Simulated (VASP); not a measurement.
```yaml
crystal:
  lattice:
    - [4.27555, 0.00000, 0.00000]
    - [0.00000, 4.27555, 0.00000]
    - [0.00000, 0.00000, 4.27555]
  atoms:
    - { symbol: Cu, position: [0.75000, 0.25000, 0.75000] }
    - { symbol: Cu, position: [0.25000, 0.75000, 0.75000] }
    - { symbol: Cu, position: [0.75000, 0.75000, 0.25000] }
    - { symbol: Cu, position: [0.25000, 0.25000, 0.25000] }
    - { symbol: O, position: [0.00000, 0.00000, 0.00000] }
    - { symbol: O, position: [0.50000, 0.50000, 0.50000] }
```

Calculation: PBE GGA with D3 dispersion (zero damping), VASP's PBE PAW potentials (set 64) (plane waves; VASP). Settings: 520 eV cut-off, 6×6×6 Γ-centred mesh, tetrahedra with Blöchl corrections, potentials Cu O.

Problem. What does the run give for the energy per atom (σ→0), band gap (on the k-mesh) with the smallest direct gap where there is one?

Solution. 
| Quantity | Value |
|---|---|
| band gap (on the k-mesh) | 0.51 eV |
| smallest direct gap (on the k-mesh) | 0.51 eV |
| energy per atom (σ→0) | -4.788 eV/atom |

The absolute energy has meaning only against runs of the same code, potentials and settings.

The compound is Cu2O in the cuprite structure. It was relaxed first.
